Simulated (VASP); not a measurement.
The input files of a VASP run:

File KPOINTS:
```
Automatic mesh
0
Gamma
6 6 6
0 0 0
```

INCAR:
```
SYSTEM = GaP
PREC = Accurate
ENCUT = 400
EDIFF = 1E-6
NELM = 100
ALGO = Normal
LREAL = .FALSE.
LASPH = .TRUE.
ISMEAR = 0
SIGMA = 0.05
GGA = PE
LMAXMIX = 4
LWAVE = .FALSE.
LCHARG = .FALSE.
ISIF = 2
IBRION = 0
NSW = 3
TEBEG = 300
```

**POSCAR**
```
GaP
1
    0.0000000000     2.7250000000     2.7250000000
    2.7250000000     0.0000000000     2.7250000000
    2.7250000000     2.7250000000     0.0000000000
Ga P
1 1
Direct
  0.0000000000   0.0000000000   0.0000000000
  0.2500000000   0.2500000000   0.2500000000
```

POTCAR, in this order: Ga_d P (PBE.64 set). Program: vasp_std.

Output of the run:

Q: Read input and log: which fault does this run have?
A) ALGO = VeryFast starts from random orbitals with almost no delay (NELMDL = -1)
B) NSW is too small for the relaxation to finish
C) simple mixing (IMIX = 1) with AMIX above 1 overshoots
D) molecular dynamics (IBRION = 0) was asked for without POTIM

A: D, molecular dynamics (IBRION = 0) was asked for without POTIM. VASP stops with an error: Fatal error! IBRION=0, but no entry for POTIM on file INCAR. MUST be specified! ----> I REFUSE TO CONTINUE WITH THIS SICK JOB ... BYE!!! <----

To mend it, set POTIM to the time step in fs (1 to 2 fs suits most solids). The plain static run on this cell (PBE GGA, plane waves, VASP's PBE PAW potentials (set 64)) converges, and its OSZICAR ends with
```
   1 F= -.91011485E+01 E0= -.91011485E+01  d E =-.411145E-17
```

The compound is GaP in the zinc blende structure. The cell was not relaxed at this level.
